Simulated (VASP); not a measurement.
Given:

```xyz
1
Lattice="0.0000 2.6778 2.6778 2.6778 0.0000 2.6778 2.6778 2.6778 0.0000" Properties=species:S:1:pos:R:3 pbc="T T T"
Yb     0.0000     0.0000     0.0000
```

Calculation: SCAN meta-GGA, VASP's PBE PAW potentials (set 64) (plane waves; VASP). Numerical set-up: 520 eV cut-off, 9×9×9 Γ-centred mesh, Gaussian smearing of 0.050 eV, potentials Yb_2.

The 4f electrons are frozen in the core of the lanthanide potential, so 4f levels, which can set the real gap, and their magnetism are missing.

Problem. What does the run give for the energy per atom (σ→0)?

Solution. 
The energy per atom (σ→0) is -50.528 eV/atom.

The compound is Yb in the fcc structure. This cell is one point of a volume scan, at 1.03 of the reference volume.
